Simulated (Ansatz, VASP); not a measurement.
# Cross-check of Mg (Magnesium) between VASP and Ansatz, part 2 of 2

One calculation is typed for both programs; each brings its own data sets. How far apart do they land? The cell is taken from a series of runs on this material, whose earlier steps may have relaxed, scaled, displaced or heated it; both programs get it as it stands.

VASP 6.6.1 and Ansatz 0.2.0.

So far: The structure; VASP: zone-centre phonons, PBEsol.

## Step 3: Ansatz: zone-centre phonons, PBEsol

Level of this step: Ansatz beside VASP: Kohn-Sham DFT, plane waves, PBEsol (Ansatz).

Ansatz runs on its PAW soft_1 files.

The same cell, functional, mesh and smearing now go to Ansatz, which takes its cutoff from its data sets.

Input file input.yaml:

```yaml
crystal:
  lattice:
    - [3.1581873788, 0.0, 0.0]
    - [-1.5790936894, 2.7350704999, 0.0]
    - [0.0, 0.0, 5.050858931]
  atoms:
    - { symbol: Mg, position: [0.3333333333, 0.6666666667, 0.25] }
    - { symbol: Mg, position: [0.6666666667, 0.3333333333, 0.75] }
kpoints:
  mp_grid: { grid: [15, 15, 8] }
hamiltonian:
  xc: pbesol
  pseudopotentials: { kind: paw, azcp: { folder: soft_1 }, xc_functional: pbe }
scf:
  occupations: { method: methfessel_paxton, width: 0.2 }
output:
  eigenvalues: true
phonons:
  method: dfpt
  qmesh: [3, 3, 2]
  temperatures: { t_max: 1000, t_step: 50 }
  qpath:
    path:
      - [[0.0, 0.0, 0.0], [0.5, 0.0, 0.0], [0.33333333, 0.33333333, 0.0], [0.0, 0.0, 0.0], [0.0, 0.0, 0.5], [0.5, 0.0, 0.5], [0.33333333, 0.33333333, 0.5], [0.0, 0.0, 0.5]]
      - [[0.5, 0.0, 0.5], [0.5, 0.0, 0.0]]
      - [[0.33333333, 0.33333333, 0.5], [0.33333333, 0.33333333, 0.0]]
    npoints: 10
```

The run is started by

```console
ansatz run input.yaml --threads 4 --pin off --max-ram 10240MiB --backend cpu --events-out ev --progress --plain --runs-dir out
```

Numbers of over 12 decimals in the logs are rounded to 6 here.

Output:

```text
Engine: ansatz 0.2.0, aarch64-unknown-linux-gnu
Pseudopotentials: kind: paw
Pseudopotential: Mg, paw, valence charge 10, recommended cutoff 420 eV (normal), soft_1/Mg.paw.azcp
Functional definition: PBEsol
  exchange = pbesol_x
  correlation = pbesol_c
Crystal: 2 atoms, lattice volume = 43.629 Å³
Basis set: ecut = 420 eV, 845 PW (Γ), exchange–correlation on 48×48×72 points (8 copies of the dense FFT grid, shifted against one another)
Bands: 14, of which v1, the nominal top of the filled ones, is band 10 counted from 1 (9 counted from 0)
Symmetry: 24 space group operations
k-points: 135 of 1800
Non-local potential: Mg, projectors of the file, l = 0: 3, l = 1: 2, l = 2: 1
PAW form: soft (Blöchl's): semilocal exchange-correlation on the pseudo side does not see the compensation charge
PAW frozen core: Mg, regenerated for the run's functional, and the local potential with it (the file was generated under x = pbe(κ = 0.804, μ = 0.219515), c = pbe(β = 0.066725))
PAW one-centre angular grid: Mg, 110 points (default); XC on 64 Gauss nodes
Initial density: superposition of atomic densities (chi_scale 0.1, normalization cell)
Initial wavefunctions: pseudopotential atomic-orbital guess
Functional: x = pbesol(κ = 0.804, μ = 0.123457), c = pbesol(β = 0.046)
SCF iter   1: F=—  HF=-3824.131314 eV  |F-HF|=—  |Δ(HF+E_count)|=         —  Δρ=1.43e-2  dr2=1.15e-1  ethr=3.10e-3  ⟨swp⟩=5.0  Hψ=9431  notcnv=0
preconditioner: auto → none  [metal: Δε(μ)=0.038 eV  Ē_g=7.125 eV  σ=0.200 eV  W_gap=0.16  n_scr=8 (ndim 8)  ℏωp=11.2 eV  f_vac=0.000  D(μ)=0.89/eV (n_scr^D=2)  sad-step TF]
SCF iter   2: F=—  HF=-3824.119057 eV  |F-HF|=—  |Δ(HF+E_count)|=   1.23e-2  S|Δr|=    0.00e0  Δρ=9.99e-3  dr2=5.80e-2  ethr=5.76e-4  ⟨swp⟩=1.0  Hψ=2970  notcnv=0
SCF iter   3: F=—  HF=-3824.100125 eV  |F-HF|=—  |Δ(HF+E_count)|=   1.89e-2  S|Δr|=    0.00e0  Δρ=1.45e-3  dr2=1.16e-3  ethr=2.90e-4  ⟨swp⟩=1.2  Hψ=1916  notcnv=0
SCF iter   4: F=—  HF=-3824.099980 eV  |F-HF|=—  |Δ(HF+E_count)|=   1.45e-4  S|Δr|=    0.00e0  Δρ=1.67e-4  dr2=4.76e-6  ethr=5.81e-6  ⟨swp⟩=2.9  Hψ=3289  notcnv=0
SCF iter   5: F=—  HF=-3824.099978 eV  |F-HF|=—  |Δ(HF+E_count)|=   1.71e-6  S|Δr|=    0.00e0  Δρ=1.37e-5  dr2=2.10e-8  ethr=2.38e-8  ⟨swp⟩=2.0  Hψ=3270  notcnv=0
SCF iter   6: F=—  HF=-3824.099977 eV  |F-HF|=—  |Δ(HF+E_count)|=   7.76e-7  S|Δr|=    0.00e0  Δρ=2.75e-6  dr2=9.14e-10  ethr=1.05e-10  ⟨swp⟩=2.0  Hψ=3240  notcnv=0
SCF iter   7: F=-3824.099977 eV  HF=-3824.099977 eV  |F-HF|=4.55e-12  |Δ(HF+E_count)|=   1.85e-9  S|Δr|=    0.00e0  Δρ=1.01e-7  dr2=1.91e-12  ethr=1.00e-12  ⟨swp⟩=4.5  Hψ=9549  notcnv=0
SCF 1 converged in 7 iterations: F = -3824.099977 eV  dr2 = 1.91e-12
  greatest PAW one-centre occupation: 1.000 electrons in one spin orbital (limit 2), on the Mg atom at site 1 (counted from 0), in its partial waves of l = 0
NSCF: frozen V_eff on 135 k-points
NSCF: frozen V_eff on 320 k-points
DFPT response loops at q = (0, 0, 0) (fractional): preconditioner auto → Kerker (q_TF=auto, 2.396 Å⁻¹) (partly filled bands, converged f_vac=0.000); β = 1.00, the filter's whole step (`scf.mixing.beta` (0.50) is not read by the response loops under this deck's `scf.mixing.preconditioner`; to damp them name `kerker` or `kerker_dos`, under which they read `scf.mixing.beta`, and type it under 1.00, their step now; both keys bind the ground state too); Broyden in place of MSR1
NSCF: frozen V_eff on 640 k-points
DFPT response loops at q = (0, 0, -0.5) (fractional): mixed as the last ones told, above
NSCF: frozen V_eff on 1200 k-points
DFPT response loops at q = (0, 0.333333, 0) (fractional): mixed as the last ones told, above
NSCF: frozen V_eff on 1200 k-points
DFPT response loops at q = (0, 0.333333, -0.5) (fractional): mixed as the last ones told, above
NSCF: frozen V_eff on 1200 k-points
DFPT response loops at q = (0.333333, 0.333333, 0) (fractional): mixed as the last ones told, above
NSCF: frozen V_eff on 1200 k-points
DFPT response loops at q = (0.333333, 0.333333, -0.5) (fractional): mixed as the last ones told, above
SCF converged after 7 iterations
Stability not checked: this state was not tested for a lower state beside it, because cold or Methfessel-Paxton smearing, or corrected tetrahedra, fill the levels in a way that the test cannot read (fill_not_monotonic; see scf.lower_state_search)
Free energy (F): -3824.099977 eV
Harris-Foulkes:  -3824.099977 eV  (|F-HF|=4.55e-12)
Internal energy: -3824.098481 eV  (E = F + TS)
E sigma→0 (E₀):  -3824.099603 eV
Entropy (-TS):   -0.001496 eV (-0.748 meV/atom)
Fermi energy:    5.981953 eV
--- Per-component energies (eV) ---
  E_band       = -704.006748
  E_kinetic    = 139.027444
  E_local      = -3387.491474  (includes V_loc(G=0)·N_el)
  E_nonlocal   = 391.872936
  E_hartree    = 1152.295989
  E_xc         = -51.775513
  E_vxc        = -67.106286  (∫ρ·V_xc dr)
  E_paw        = -579.822900  (= ΣΔE_a)
  E_vpaw       = -84.901065  (= ΣTr[D̂ρ^β])
  E_aug_tail   = -0.000298  (compensation charges beyond the density's cutoff)
  E_ewald      = -1488.322390
  E_core_change = 0.117725  (= ΣΔE_core)
  E_smearing   = -0.001496  (= −TS)
  E_closure    = 0.000000  (closes the sum)
  Σ components = -3824.099977   (vs F -3824.099977, Δ=0.00e0)
--- Band table (eV; the first three rows and the last of 135) ---
  k-point 0: bands = [... 6 lower, -36.5095, -36.5095, -1.1606, 4.3073, 4.8923, 17.0446, 17.0446, 17.2298]
  k-point 1: bands = [... 6 lower, -36.5097, -36.5097, -1.0679, 3.2507, 6.1065, 17.1157, 17.1157, 17.2885]
  k-point 2: bands = [... 6 lower, -36.5104, -36.5104, -0.7903, 2.1092, 7.7208, 15.5343, 17.3200, 17.3200]
  k-point 134: bands = [... 6 lower, -36.5170, -36.5170, 6.1407, 6.1407, 6.6149, 6.6149, 7.6167, 7.6167]
--- Phonons (Γ-DFPT): 2 representative perturbations + reference (Σ response iterations 6) ---
  ASR residual: 8.813e-5 → 0.000e0 eV/Å²; symmetrization residual: 7.959e-12 eV/Å²
  ASR residual per site (eV/Å²): 8.81e-5 8.81e-5
  Γ frequencies (cm⁻¹): 0.00 0.00 0.00 135.69 135.69 269.67
--- Phonons (arbitrary-q DFPT): 6 irreducible q on the 3×3×2 mesh ---
  q = [0.0000, 0.0000, 0.0000] (star 1, of the zone-centre solve; hermiticity 2.73e-14, symmetrization 2.45e-12): -0.00 -0.00 0.00 135.69 135.69 269.67
  q = [0.0000, 0.0000, -0.5000] (star 1, 2 solved perturbations in 455 linear systems a pass and spin channel, the states on 320 of 1800 k-point pairs; hermiticity 8.30e-12, symmetrization 4.13e-12): 101.57 101.57 101.57 101.57 194.21 194.21
  q = [0.0000, 0.3333, 0.0000] (star 6, 3 solved perturbations on 600 of 1800 k-point pairs; hermiticity 2.09e-7, symmetrization 3.30e-13): 108.65 121.10 183.02 203.34 227.43 239.79
  q = [0.0000, 0.3333, -0.5000] (star 6, 3 solved perturbations on 600 of 1800 k-point pairs; hermiticity 3.39e-7, symmetrization 5.70e-14): 148.49 148.49 161.77 161.77 243.03 243.03
  q = [0.3333, 0.3333, 0.0000] (star 2, 2 solved perturbations in 830 linear systems a pass and spin channel, the states on 600 of 1800 k-point pairs; hermiticity 2.01e-9, symmetrization 1.08e-9): 186.01 186.01 196.48 204.59 204.59 239.63
  q = [0.3333, 0.3333, -0.5000] (star 2, 2 solved perturbations in 830 linear systems a pass and spin channel, the states on 600 of 1800 k-point pairs; hermiticity 1.62e-7, symmetrization 1.48e-11): 143.31 143.31 219.36 219.36 247.85 247.85
  sum rule: each row above includes the acoustic sum rule's correction from the zone centre's row sums; it moved no ω² by more than (0.99 cm⁻¹)²
  mesh force constants: q→R imaginary residual 0.00e0; ASR residual 8.813e-5 → 0.000e0 eV/Å²; symmetrization residual 3.553e-15 eV/Å²
  interpolated dispersion: 93 rows × 6 modes
  density of states and harmonic sums: on the 24×24×12 q-mesh, interpolated from the force constants of a 3×3×2 supercell (no non-analytic term)
  largest difference from the sums on the solved wave vectors: F 3.51e-2 eV, S 4.94e-5 and C_V 1.43e-5 eV/K
  zero-point energy: 0.067200 eV/cell   skipped modes (ω ≤ 0): 3   left out of the sums: 7.23e-5 of the cell's modes: C_V's classical limit lies that fraction below 3 k_B per atom; for a crystal, a wire or a layer, F and S can be off by more, and a phonons.interpolated_qmesh denser along its periods is the remedy for the sampling
```

In the SCF lines HF is the Harris–Foulkes energy and dr2 the Hartree energy of the density residual, in eV; the loop may stop once dr2 is under the threshold and the program's other checks hold. Hψ counts applications of the Hamiltonian.

## Step 4: Differences

Known differences besides the potentials themselves: VASP's run holds the zone centre alone; the data sets hold 20 valence electrons in Ansatz (on its PAW soft_1 files) and 4 in VASP; the cutoff is 420 eV in Ansatz and 600 eV in VASP; Ansatz makes its cores anew for this functional, VASP keeps those of its PBE data sets. Total energies have different zeros and are not compared.

Compared:

| quantity | Ansatz | VASP | difference |
| --- | --- | --- | --- |
| optical mode 1 to 2 (cm⁻¹) | 135.7 | 136.2 | -0.38 % |
| optical mode 3 (cm⁻¹) | 269.7 | 270.7 | -0.39 % |

Modes are paired by rising frequency, not by their patterns, so a pair may set unlike modes beside each other; they are those without the splitting of longitudinal modes.

## Step 5: Results

| Item | Value |
| --- | --- |
| r.m.s. difference of the optical zone-centre modes, each program's sorted by frequency (zone-centre phonons, PBEsol) | 0.74 cm⁻¹ |

The r.m.s. difference of the optical zone-centre modes, each program's sorted by frequency is 0.74 cm⁻¹ (zone-centre phonons, PBEsol). The data sets hold unlike numbers of valence electrons (20 in Ansatz and 4 in VASP), so part of the differences comes from the potentials. How closely two codes agree says nothing of how well the functional describes the real material.

[Lines on the potential files, build, host, timing and source positions are cut from VASP's logs without a mark.]

[Logs are printed without paths, hosts, clocks, repeated set-up lines and the standing remarks that a program may print on its own settings, such as how far it seeks lower states.]

[Hosts, paths, dates, database ids (printed as entryN), source tags and the programs' standing remarks are cut or masked in the printed files.]
